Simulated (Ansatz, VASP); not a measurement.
Ge2BiP3 in VASP and in Ansatz

```
Ge Bi P
1.0
     4.58006    0.00000    0.00000
    -2.29003    3.96644    0.00000
     0.00000    0.00000    6.43918
Ge Bi P
2 1 3
Direct
  0.66667 0.33333 0.37140
  0.33333 0.66667 0.62860
  0.00000 0.00000 0.00000
  0.66667 0.33333 0.77649
  0.33333 0.66667 0.22351
  0.00000 0.00000 0.50000
```

Alike in both runs: functional PBE; k mesh 6 × 6 × 4; occupations gaussian, width 0.1 eV; no spin polarisation.

Ansatz relaxed the structure, and its values are those at the end. VASP's run is a single point on that final structure, the one shown.

|  | VASP | Ansatz |
| --- | --- | --- |
| version | VASP 6.6.1 | Ansatz 0.2.0 |
| potentials or method | VASP PAW PBE potentials, release 64 (Ge_d, Bi_d, P) | scalar-relativistic, plane waves, PAW |
| plane-wave cutoff (eV) | 520 | 420 |
| valence electrons in the cell | 58 | 58 |

```csv
,VASP,Ansatz,Ansatz less VASP
gap on the k mesh at the Fermi level (eV),none,none,-
pressure (GPa),0.2,0.2,+0.06
rms of the force components (eV/Å),0.008,0.008,-0.0003
```

A gap of «none» marks a metal or a gap that the smearing closes.

Caveats: spin-orbit coupling is left out, which moves the levels of the heavy elements.
